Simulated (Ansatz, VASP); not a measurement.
# P in two plane-wave programs

Wanted: the spread between two codes on one cell, functional and k mesh. The cell is taken from a series of runs on this material, whose earlier steps may have relaxed, scaled, displaced or heated it; both programs get it as it stands.

Program: Ansatz 0.2.0. Level of theory: plane waves, with VASP 6.6.1 beside it; relaxation of cell and atoms at PBE. Results are calculated unless marked as measured.

## Step 1: Starting point

The structure is orthorhombic, space group Cmce (No. 64). Conventional cell: a = 3.309 Å, b = 11.298 Å, c = 4.565 Å, α = 90.00°, β = 90.00°, γ = 90.00°. P has 3 P at 2.23 to 2.26 Å nearest.

## Step 2: VASP: relaxation of cell and atoms, PBE

The relaxed volume is the usual yardstick between codes: in a stiff, nearly cubic crystal its relative difference is about their pressure difference at one cell divided by the bulk modulus.

Lines of VASP's logs that name or quote its potential files are left out, and so is its time.

The input, INCAR:

```
SYSTEM = P
PREC = Accurate
ENCUT = 500
EDIFF = 1E-07
NELM = 120
ISMEAR = 0
SIGMA = 0.01
LREAL = .FALSE.
ALGO = Normal
GGA = PE
NBANDS = 16
LORBIT = 11
LWAVE = .FALSE.
LCHARG = .FALSE.
ISIF = 3
IBRION = 2
NSW = 80
EDIFFG = -0.005
LASPH = .TRUE.
GGA_COMPAT = .FALSE.
NELMIN = 4
EFERMI = MIDGAP
```

The input, POSCAR:

```
P
1.0
    1.6547160000     -5.6491660000      0.0000000000
    1.6547160000      5.6491660000      0.0000000000
    0.0000000000      0.0000000000      4.5654510000
P
4
Direct
    0.9060772865      0.0939227135      0.0865467618
    0.5939227135      0.4060772865      0.5865468713
    0.0939227135      0.9060772865      0.9134530192
    0.4060772865      0.5939227135      0.4134531287
```

The input, KPOINTS:

```
Automatic mesh
0
Gamma
12 12 8
0 0 0
```

The projector-augmented-wave data sets are P (PBE family, release 64).

Started as:

```
$ mpirun -np 1 vasp_std
```

Numbers of over 12 decimals in the logs are rounded to 6 here.

The program printed:

```text
[banner, memory and clock lines left out]
running    1 mpi-ranks, on    1 nodes
 distrk:  each k-point on    1 cores,    1 groups
 distr:  one band on    1 cores,    1 groups

 POSCAR found type information on POSCAR P
 POSCAR found :  1 types and       4 ions
 LDA part: xc-table for (Slater+PW92), standard interpolation
 POSCAR, INCAR and KPOINTS ok, starting setup
 FFT: planning ... GRIDC
 FFT: planning ... GRID_SOFT
 FFT: planning ... GRID
 WAVECAR not read
 entering main loop
       N       E                     dE             d eps       ncg     rms          rms(c)
DAV:   1     0.608197931857E+02    0.60820E+02   -0.80252E+03  6880   0.101E+03
DAV:   2    -0.179531069153E+02   -0.78773E+02   -0.75945E+02  9312   0.158E+02
DAV:   3    -0.216208476410E+02   -0.36677E+01   -0.36526E+01  9352   0.372E+01
DAV:   4    -0.216643651373E+02   -0.43517E-01   -0.43495E-01  8872   0.476E+00
DAV:   5    -0.216654051723E+02   -0.10400E-02   -0.10400E-02  9576   0.686E-01    0.998E+00
DAV:   6    -0.215543092845E+02    0.11110E+00   -0.65242E-02  8296   0.139E+00    0.592E+00
DAV:   7    -0.215082366738E+02    0.46073E-01   -0.11537E-01  8704   0.191E+00    0.269E-01
DAV:   8    -0.215085214794E+02   -0.28481E-03   -0.10300E-02  8048   0.626E-01    0.140E-01
DAV:   9    -0.215086343724E+02   -0.11289E-03   -0.40642E-04  9696   0.132E-01    0.787E-02
DAV:  10    -0.215086813385E+02   -0.46966E-04   -0.65597E-05  8504   0.469E-02    0.316E-02
DAV:  11    -0.215086952431E+02   -0.13905E-04   -0.18201E-05  8520   0.308E-02    0.967E-03
DAV:  12    -0.215086960606E+02   -0.81750E-06   -0.97128E-07  9056   0.630E-03    0.315E-03
DAV:  13    -0.215086958982E+02    0.16246E-06   -0.11323E-07  6272   0.209E-03    0.955E-04
DAV:  14    -0.215086959079E+02   -0.96848E-08   -0.79307E-09  4440   0.690E-04
   1 F= -.21508696E+02 E0= -.21508696E+02  d E =-.215087E+02
[...]
2 F= -.21508900E+02 E0= -.21508900E+02  d E =-.203724E-03
[...]
3 F= -.21509154E+02 E0= -.21509154E+02  d E =-.458564E-03
[...]
4 F= -.21509154E+02 E0= -.21509154E+02  d E =-.458507E-03
 curvature:  -0.28 expect dE=-0.353E-05 dE for cont linesearch -0.300E-07
 ZBRENT: accuracy reached
 trial: gam=-0.00031 g(F)=  0.575E-05 g(S)=  0.667E-05 ort = 0.129E-04 (trialstep = 0.913E+00)
 search vector abs. value=  0.124E-04
 bond charge predicted
       N       E                     dE             d eps       ncg     rms          rms(c)
DAV:   1    -0.215091618868E+02   -0.74210E-05   -0.42404E-04  7488   0.116E-01    0.206E-02
DAV:   2    -0.215091606472E+02    0.12397E-05   -0.34655E-05  9632   0.353E-02    0.702E-03
DAV:   3    -0.215091587805E+02    0.18667E-05   -0.23140E-06  9168   0.956E-03    0.328E-03
DAV:   4    -0.215091582883E+02    0.49223E-06   -0.12414E-06  9632   0.639E-03    0.815E-04
DAV:   5    -0.215091582673E+02    0.20956E-07   -0.14046E-07  4224   0.244E-03
   5 F= -.21509158E+02 E0= -.21509158E+02  d E =-.385263E-05
 trial-energy change:   -0.000004  1 .order   -0.000004   -0.000011    0.000004
 step:   0.6967(harm=  0.6967)  dis= 0.00018  next Energy=   -21.509159 (dE=-0.432E-05)
 reached required accuracy - stopping structural energy minimisation
```

From OUTCAR (step 2):

```text
ion  position               nearest neighbor table
   1  0.906  0.094  0.087-   4 2.23   4 2.23   3 2.26
   2  0.594  0.406  0.587-   3 2.23   3 2.23   4 2.26
   3  0.094  0.906  0.913-   2 2.23   2 2.23   1 2.26
   4  0.406  0.594  0.413-   1 2.23   1 2.23   2 2.26

  LATTYP: Found a base centered orthorhombic cell.
 ALAT       =     3.3094320000
 B/A-ratio  =     3.4139791964
 C/A-ratio  =     1.3795270608

 Subroutine GETGRP returns: Found  8 space group operations
 (whereof  4 operations were pure point group operations)

The static configuration has the point symmetry C_2h.
 The point group associated with its full space group is D_2h.

 Found    215 irreducible k-points:

   k-points           NKPTS =    215   k-points in BZ     NKDIM =    215   number of bands    NBANDS=     16

   dimension x,y,z NGX =    48 NGY =   48 NGZ =   36
   dimension x,y,z NGXF=    96 NGYF=   96 NGZF=   72

   ENCUT  =  500.0 eV  36.75 Ry    6.06 a.u.  10.73 10.73  8.32*2*pi/ulx,y,z

   NELECT =      20.0000    total number of electrons

 k-points in reciprocal lattice and weights: Automatic mesh
   0.00000000  0.00000000  0.00000000       0.001
   0.08333333 -0.00000000  0.00000000       0.003
   0.16666667 -0.00000000  0.00000000       0.003
   0.25000000 -0.00000000  0.00000000       0.003
   0.33333333  0.00000000  0.00000000       0.003
   0.41666667  0.00000000  0.00000000       0.003
   0.50000000 -0.00000000  0.00000000       0.002
   0.08333333  0.08333333  0.00000000       0.002
   0.16666667  0.08333333  0.00000000       0.003
[...]
-0.41666667  0.41666667  0.50000000       0.002
   0.50000000  0.50000000  0.50000000       0.001

 average (electrostatic) potential at core
       1 -84.1173       2 -84.1173       3 -84.1173       4 -84.1173

 E-fermi :   5.4194

 k-point     1 :       0.0000    0.0000    0.0000
  band No.  band energies     occupation
    ...
      6       0.5862      2.00000
      7       1.5435      2.00000
      8       2.7369      2.00000
      9       3.0540      2.00000
     10       4.3569      2.00000
     11       6.0966      0.00000
     12       6.5708      0.00000
     13       7.4592      0.00000
     14       8.2559      0.00000
     15      10.7882      0.00000
    ...

 k-point     2 :       0.0833   -0.0000    0.0000
  band No.  band energies     occupation
    ...
      6       0.6517      2.00000
      7       1.0725      2.00000
      8       2.6147      2.00000
      9       2.7805      2.00000
     10       4.3989      2.00000
     11       6.1798      0.00000
     12       7.2531      0.00000
     13       7.8176      0.00000
     14       8.1314      0.00000
     15      10.2982      0.00000
    ...

 k-point     3 :       0.1667   -0.0000    0.0000
  band No.  band energies     occupation
    ...
      6       0.2263      2.00000
      7       0.8421      2.00000
      8       2.0364      2.00000
      9       2.8855      2.00000
     10       4.4170      2.00000
     11       6.3939      0.00000
     12       6.9647      0.00000
     13       8.8227      0.00000
     14       9.0286      0.00000
     15       9.3028      0.00000
    ...

  Total       -0.0035533      0.0097221     -0.0020653      0.0000000      0.0000000      0.0000000
  in kB       -0.0669237      0.1831083     -0.0388976      0.0000000      0.0000000      0.0000000
  external PRESSURE =       0.0257623 kB  Pullay stress =       0.0000000 kB

  energy-cutoff  :      500.00
  volume of cell :       85.07
      direct lattice vectors                 reciprocal lattice vectors
     1.653183325 -5.641826058  0.000000000     0.302446796 -0.088623789  0.000000000
     1.653183325  5.641826058 -0.000000000     0.302446796  0.088623789 -0.000000000
     0.000000000  0.000000000  4.560283800     0.000000000  0.000000000  0.219284598

 POSITION                                       TOTAL-FORCE (eV/Angst)
 -----------------------------------------------------------------------------------
      1.65318     -4.58333      0.39559         0.000000      0.000385      0.003498
      1.65318     -1.05850      2.67574         0.000000     -0.000385      0.003498
      1.65318      4.58333      4.16469         0.000000     -0.000385     -0.003498
      1.65318      1.05850      1.88455         0.000000      0.000385     -0.003498
 -----------------------------------------------------------------------------------
    total drift:                                0.000000      0.000040      0.000000

  FREE ENERGIE OF THE ION-ELECTRON SYSTEM (eV)
  ---------------------------------------------------
  free  energy   TOTEN  =       -21.5091582673 eV

  energy  without entropy=      -21.5091582673  energy(sigma->0) =      -21.50915827

 reached required accuracy - stopping structural energy minimisation

 total charge
# of ion       s       p       d       tot
------------------------------------------
    1        1.081   1.376   0.000   2.457
    2        1.081   1.376   0.000   2.457
    3        1.081   1.376   0.000   2.457
    4        1.081   1.376   0.000   2.457
--------------------------------------------------
tot          4.326   5.504   0.000   9.830

[... 3 further parts left out ...]
```

CONTCAR:

```
P
   1.00000000000000
     1.6531833253893720   -5.6418260583404578    0.0000000000000000
     1.6531833253893720    5.6418260583404578   -0.0000000000000000
     0.0000000000000000    0.0000000000000000    4.5602838003688619
  P
     4
Direct
     0.9061920907811069    0.0938079092188931    0.0867478226339063
     0.5938079092188931    0.4061920907811070    0.5867479321339064
     0.0938079092188931    0.9061920907811069    0.9132519583660934
     0.4061920907811070    0.5938079092188931    0.4132520678660936
```

The run keeps the 8 symmetry operations of its start, so it cannot find a distortion of lower symmetry.

## Step 3: Ansatz: relaxation of cell and atoms, PBE

Ansatz runs on its PAW soft_1 files.

The same cell, functional, mesh and smearing now go to Ansatz, which takes its cutoff from its data sets.

The input, input.yaml:

```yaml
crystal:
  lattice:
    - [1.6547162509, -5.6491657573, 0.0]
    - [1.6547162509, 5.6491657573, 0.0]
    - [0.0, 0.0, 4.5654507855]
  atoms:
    - { symbol: P, position: [0.9060773122, 0.0939226878, 0.0865468466] }
    - { symbol: P, position: [0.5939226878, 0.4060773122, 0.5865468466] }
    - { symbol: P, position: [0.0939226878, 0.9060773122, 0.9134531534] }
    - { symbol: P, position: [0.4060773122, 0.5939226878, 0.4134531534] }
kpoints:
  mp_grid: { grid: [12, 12, 8] }
hamiltonian:
  xc: pbe
  pseudopotentials: { kind: paw, azcp: { folder: soft_1 } }
scf:
  occupations: { method: gaussian, width: 0.01 }
  lower_state_search: "off"
output:
  forces: true
  stress: true
  eigenvalues: true
  write_density: true
  write_potential: true
  elf: true
  volumetric_format: npy
relax:
  adjacent_minimum: "off"
  f_tol: 0.005
  max_steps: 80
  cell: { stress_tol: 0.05 }
```

Started as:

```
$ ansatz run input.yaml --threads 8 --pin off --max-ram 16384MiB --backend cpu --events-out ev --progress --plain --runs-dir out
```

The program printed:

```text
Engine: ansatz 0.2.0, aarch64-unknown-linux-gnu
Pseudopotentials: kind: paw
Pseudopotential: P, paw, valence charge 5, recommended cutoff 420 eV (normal), soft_1/P.paw.azcp
Functional definition: PBE
  parameter kappa = 0.804
  parameter beta = 0.066725
  exchange = pbe_x(kappa = kappa, mu = beta*pi^2/3)
  correlation = pbe_c(beta = beta)
Crystal: 4 atoms, lattice volume = 85.354 Å³
Basis set: ecut = 420 eV, 1709 PW (Γ), exchange–correlation on 80×80×64 points (8 copies of the dense FFT grid, shifted against one another)
Bands: 14, of which v1, the nominal top of the filled ones, is band 10 counted from 1 (9 counted from 0)
Symmetry: 8 space group operations
Space group: Cmce (ITA 64), of the structure as read, at distance tolerance 4.4e-5 Å
k-points: 215 of 1152
Non-local potential: P, projectors of the file, l = 0: 2, l = 1: 2, l = 2: 1
PAW form: soft (Blöchl's): semilocal exchange-correlation on the pseudo side does not see the compensation charge
PAW one-centre angular grid: P, 110 points (default); XC on 64 Gauss nodes
Initial density: superposition of atomic densities (chi_scale 0.1, normalization cell)
Initial wavefunctions: pseudopotential atomic-orbital guess
Functional: x = pbe(κ = 0.804, μ = 0.219515), c = pbe(β = 0.066725)
SCF iter   1: F=—  HF=-3022.860041 eV  |F-HF|=—  |Δ(HF+E_count)|=         —  Δρ=3.71e-2  dr2=8.03e-1  ethr=3.10e-3  ⟨swp⟩=8.3  Hψ=24391  notcnv=0
preconditioner: auto → none  [insulator: Δε(μ)=0.251 eV  Ē_g=8.855 eV  σ=0.010 eV  W_gap=1.00  n_scr=12 (ndim 8)  ℏωp=18.0 eV  f_vac=0.000  D(μ)=0.00/eV (n_scr^D=0)  ε∞_Penn≈5.1]
SCF iter   2: F=—  HF=-3022.720548 eV  |F-HF|=—  |Δ(HF+E_count)|=   1.39e-1  Δρ=1.74e-2  dr2=1.60e-1  ethr=3.10e-3  ⟨swp⟩=1.1  Hψ=4749  notcnv=0
SCF iter   3: F=—  HF=-3022.694941 eV  |F-HF|=—  |Δ(HF+E_count)|=   2.56e-2  Δρ=1.28e-3  dr2=2.89e-3  ethr=7.99e-4  ⟨swp⟩=2.9  Hψ=5194  notcnv=0
SCF iter   4: F=—  HF=-3022.694785 eV  |F-HF|=—  |Δ(HF+E_count)|=   1.56e-4  Δρ=6.55e-4  dr2=1.43e-3  ethr=1.45e-5  ⟨swp⟩=4.1  Hψ=8012  notcnv=0  defer=1
SCF iter   5: F=—  HF=-3022.694459 eV  |F-HF|=—  |Δ(HF+E_count)|=   3.25e-4  Δρ=2.67e-4  dr2=2.16e-4  ethr=7.13e-6  ⟨swp⟩=2.5  Hψ=4635  notcnv=0
SCF iter   6: F=—  HF=-3022.694408 eV  |F-HF|=—  |Δ(HF+E_count)|=   5.13e-5  Δρ=6.10e-5  dr2=1.16e-5  ethr=1.08e-6  ⟨swp⟩=2.1  Hψ=4456  notcnv=0
SCF iter   7: F=—  HF=-3022.694405 eV  |F-HF|=—  |Δ(HF+E_count)|=   2.62e-6  Δρ=9.32e-6  dr2=2.33e-7  ethr=5.79e-8  ⟨swp⟩=2.3  Hψ=4791  notcnv=0
SCF iter   8: F=-3022.694405 eV  HF=-3022.694405 eV  |F-HF|=7.29e-10  |Δ(HF+E_count)|=   8.10e-9  Δρ=1.39e-6  dr2=2.01e-9  ethr=5.00e-10  ⟨swp⟩=13.1  Hψ=27926  notcnv=0
SCF 1 converged in 8 iterations: F = -3022.694405 eV  dr2 = 2.01e-9
  greatest PAW one-centre occupation: 0.807 electrons in one spin orbital (limit 2), on the P atom at site 3 (counted from 0), in its partial waves of l = 0
relax step   1: F+E_penalty+E_count = -3022.69440518 eV  Δ(F+E_penalty+E_count) = +0.000e0 eV  max|allowed force component| = 6.650e-4 eV/Å  Δτ_max = 0.0000 Å  P = +0.002 GPa  Ω = 85.354 Å³  (8 SCF iters, dr2 threshold 1.00e-7 eV, accepted)
Initial density: handed on by an earlier stage of this run
Initial wavefunctions: pseudopotential atomic-orbital guess (no wavefunctions were taken with the density)
iter 1 solved again at ethr=1.20e-6 eV; its pass at ethr=3.10e-3 eV (dr2=2.41e-4 eV) is discarded
SCF iter   1: F=—  HF=-3022.694406 eV  |F-HF|=—  |Δ(HF+E_count)|=         —  Δρ=2.68e-6  dr2=4.82e-9  ethr=1.20e-6  ⟨swp⟩=3.7  Hψ=34916  notcnv=0
eigensolver tolerance schedule: the retry pair's looser diagonalisation over-reported the residual by 49970.06 of it (diagonalisation noise at an unbounded share of the residual, at the tolerance the schedule requests for it); recorded, not acted on — ethr = c·dr2/N_el stays at c = 1.0e-1
preconditioner: auto → none  [insulator: Δε(μ)=0.134 eV  Ē_g=8.792 eV  σ=0.010 eV  W_gap=1.00  n_scr=12 (ndim 8)  ℏωp=18.0 eV  f_vac=0.000  D(μ)=0.00/eV (n_scr^D=0)  ε∞_Penn≈5.2]
SCF iter   2: F=—  HF=-3022.694405 eV  |F-HF|=—  |Δ(HF+E_count)|=   4.31e-7  Δρ=1.78e-6  dr2=7.82e-9  ethr=2.41e-11  ⟨swp⟩=4.9  Hψ=9512  notcnv=0
SCF iter   3: F=—  HF=-3022.694405 eV  |F-HF|=—  |Δ(HF+E_count)|=   1.96e-9  Δρ=9.65e-7  dr2=9.40e-10  ethr=2.41e-11  ⟨swp⟩=2.0  Hψ=4444  notcnv=0
SCF iter   4: F=—  HF=-3022.694405 eV  |F-HF|=—  |Δ(HF+E_count)|=  1.60e-10  Δρ=2.63e-7  dr2=7.98e-11  ethr=4.70e-12  ⟨swp⟩=2.6  Hψ=4630  notcnv=0
iter 5 did not close the SCF: its close was put off for the readings that it lacked (scf_convergence_deferred on its scf_iter line)
SCF iter   5: F=-3022.694405 eV  HF=-3022.694405 eV  |F-HF|=2.27e-12  |Δ(HF+E_count)|=  6.82e-12  Δρ=5.45e-8  dr2=3.43e-12  ethr=1.00e-12  ⟨swp⟩=2.6  Hψ=4557  notcnv=0
SCF iter   6: F=-3022.694405 eV  HF=-3022.694405 eV  |F-HF|=4.55e-13  |Δ(HF+E_count)|=  1.36e-12  Δρ=1.06e-8  dr2=6.53e-14  ethr=1.00e-12  ⟨swp⟩=6.4  Hψ=17709  notcnv=0
SCF 2 converged in 6 iterations: F = -3022.694405 eV  dr2 = 6.53e-14
relax step   2: F+E_penalty+E_count = -3022.69440518 eV  Δ(F+E_penalty+E_count) = -4.511e-10 eV  max|allowed force component| = 6.661e-4 eV/Å  Δτ_max = 0.0000 Å  P = +0.002 GPa  Ω = 85.354 Å³  stress off target by 4.80e-3 GPa  SCF on the basis re-selected at this cell (its energy is not comparable with the rows above)  (6 SCF iters)
basis re-selected at this cell: Δ(F+E_penalty+E_count) = -4.511e-10 eV, ΔP = +0.000 GPa vs the last step (what re-selecting the basis moved, of the pressure what is left beyond the Pulay correction that the steps carried, after the strain that the cell walked since its last selection, with what the two solves' SCF thresholds leave and, on support functions, any second-order correction that the steps lacked; it is no  [...]
SCF converged after 6 iterations
Free energy (F): -3022.694405 eV
Harris-Foulkes:  -3022.694405 eV  (|F-HF|=4.55e-13)
Internal energy: -3022.694405 eV  (E = F + TS)
E sigma→0 (E₀):  -3022.694405 eV
Fermi energy:    6.303765 eV
--- Per-component energies (eV) ---
  E_band       = -7.617239
  E_kinetic    = 271.735799
  E_local      = -356.307991  (includes V_loc(G=0)·N_el)
  E_nonlocal   = 130.077473
  E_hartree    = 109.607536
  E_xc         = -289.750078
  E_vxc        = -241.593131  (∫ρ·V_xc dr)
  E_paw        = -2232.559557  (= ΣΔE_a)
  E_vpaw       = -30.744461  (= ΣTr[D̂ρ^β])
  E_aug_tail   = -0.000001  (compensation charges beyond the density's cutoff)
  E_ewald      = -655.497586
  E_smearing   = -0.000000  (= −TS)
  E_closure    = -0.000000  (closes the sum)
  Σ components = -3022.694405   (vs F -3022.694405, Δ=0.00e0)
--- Forces (eV/Å), atoms counted from 1 ---
  atom   1  P      0.00000000    -0.00026853    -0.00066608
  atom   2  P      0.00000000     0.00026853    -0.00066608
  atom   3  P      0.00000000     0.00026853     0.00066608
  atom   4  P      0.00000000    -0.00026853     0.00066608
  max |Σ_I F_I| component: 0.00e0 eV/Å
--- Stress (GPa, compression-positive) ---
        0.004797       0.000000       0.000000
        0.000000       0.001678       0.000000
        0.000000       0.000000       0.000006
  P = ⅓ Tr σ = 0.0022 GPa (0.022 kbar)
--- Band table (eV; the first three rows and the last of 215) ---
  k-point 0: bands = [... 6 lower, 2.4397, 3.6280, 3.9401, 5.2534, 6.9693, 7.4472, 8.3168, 9.1281]
  k-point 1: bands = [... 6 lower, 2.4985, 3.8972, 4.1012, 4.6974, 7.4095, 7.6777, 8.1773, 9.0433]
  k-point 2: bands = [... 6 lower, 2.6678, 3.7613, 3.7765, 4.9505, 7.6743, 7.8070, 8.6442, 8.9156]
  k-point 214: bands = [... 6 lower, 3.4600, 3.4600, 4.4494, 4.4494, 7.7788, 7.7788, 8.8034, 8.8034]
--- Relaxed structure (1 steps of the walk, 1 accepted, 1 SCFs on fresh bases) ---
  F+E_penalty+E_count = -3022.69440518 eV   max|allowed force component| = 6.661e-4 eV/Å   (the final SCF, on the basis selected at the relaxed cell)
  cell:  # Å, volume = 85.3535 Å³
    - [1.6547162509, -5.6491657573, 0.0]
    - [1.6547162509, 5.6491657573, 0.0]
    - [0.0, 0.0, 4.5654507855]
  atoms:
    - { symbol: P, position: [0.906077, 0.093923, 0.0865468466] }
    - { symbol: P, position: [0.5939226878, 0.4060773122, 0.5865468466] }
    - { symbol: P, position: [0.093923, 0.906077, 0.913453] }
    - { symbol: P, position: [0.4060773122, 0.5939226878, 0.4134531534] }
```

## Step 4: Differences

Known differences besides the potentials themselves: the cutoff is 420 eV in Ansatz and 500 eV in VASP; Ansatz adds a Pulay correction to the stress that steers its cell, VASP none. Total energies have different zeros and are not compared.

The two programs side by side:

```csv
quantity,Ansatz,VASP,difference
volume (Å³),85.35,85.07,+0.34 %
"edge a after relaxation, in the typed setting (Å)",5.886,5.879,+0.13 %
"edge c after relaxation, in the typed setting (Å)",4.566,4.560,+0.11 %
```

## Step 5: Outcome

```
difference in volume (relaxation of cell and atoms, PBE) : 0.34 %
```

What this shows: The difference in volume is 0.34 % (relaxation of cell and atoms, PBE), within the 1.2 % picked in this series as the mark of a large difference, as far as the stopping tolerances let one tell. Such differences can come from data sets, numerical settings and the points named under the comparisons, not from the functional's error against experiment.

[Lines on the potential files, build, host, timing and source positions are cut from VASP's logs without a mark.]

[Logs are printed without paths, hosts, clocks, repeated set-up lines and the standing remarks that a program may print on its own settings, such as how far it seeks lower states.]

[Hosts, paths, dates, database ids (printed as entryN), source tags and the programs' standing remarks are cut or masked in the printed files.]
